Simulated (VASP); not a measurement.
All values below come from PBE GGA, VASP's PBE PAW potentials (set 64) (plane waves; VASP).

A VASP calculation is set up with these files.

### KPOINTS
```
Automatic mesh
0
Gamma
10 10 10
0 0 0
```

**INCAR**
```
SYSTEM = RhTe
PREC = Accurate
ENCUT = 400
EDIFF = 1E-6
NELM = 100
ALGO = Normal
LREAL = .FALSE.
LASPH = .TRUE.
ISMEAR = 1
SIGMA = 0.1
GGA = PE
LMAXMIX = 4
LWAVE = .FALSE.
LCHARG = .FALSE.
IBRION = 2
ISIF = 3
NSW = 60
EDIFFG = -0.01
```

File POSCAR:
```
RhTe
1
    0.0000000000     2.7362945799     2.7362945799
    2.7362945799    -0.0000000000     2.7362945799
    2.7362945799     2.7362945799    -0.0000000000
Rh Te
1 1
Direct
  1.0000000000   0.0000000000   1.0000000000
  0.5000000000   0.5000000000   0.5000000000
```

POTCAR, in this order: Rh_pv Te (PBE.64 set). Program: vasp_std.

Unless said otherwise, spin-orbit coupling is left out, though it shifts the bands of the heavy elements here.

Q: Predict the energy per atom (σ→0), volume per atom, band gap (on the k-mesh).

A: 
The energy per atom (σ→0) is -5.258 eV/atom and the band gap (on the k-mesh) is none (metal, semimetal or under 0.01 eV). The volume per atom is 20.40 Å^3/atom.

### OSZICAR
```
...
DAV:   1    -0.105288838731E+02   -0.13251E-01   -0.18415E-01  1322   0.546E+00    0.849E-01
DAV:   2    -0.105223160771E+02    0.65678E-02   -0.10587E-01  1316   0.372E+00    0.579E-01
DAV:   3    -0.105162648715E+02    0.60512E-02   -0.16206E-02  1316   0.147E+00    0.141E-01
DAV:   4    -0.105160758237E+02    0.18905E-03   -0.84642E-04  1330   0.202E-01    0.536E-02
DAV:   5    -0.105160548972E+02    0.20926E-04   -0.11380E-04  1514   0.101E-01    0.493E-02
DAV:   6    -0.105160543753E+02    0.52194E-06   -0.10040E-05  1460   0.327E-02    0.121E-02
DAV:   7    -0.105160540534E+02    0.32194E-06   -0.71025E-07   778   0.938E-03
   3 F= -.10516054E+02 E0= -.10515626E+02  d E =-.280886E-03
```

The structure was generated: RhTe was put into the rock salt type (Fm-3m), which need not be its known phase. This run relaxes it. Symmetry was kept, so distortions that lower it aren't found. The start is the result of an earlier pass. The electron count is odd and the run is not spin-polarised, which forces a metal.
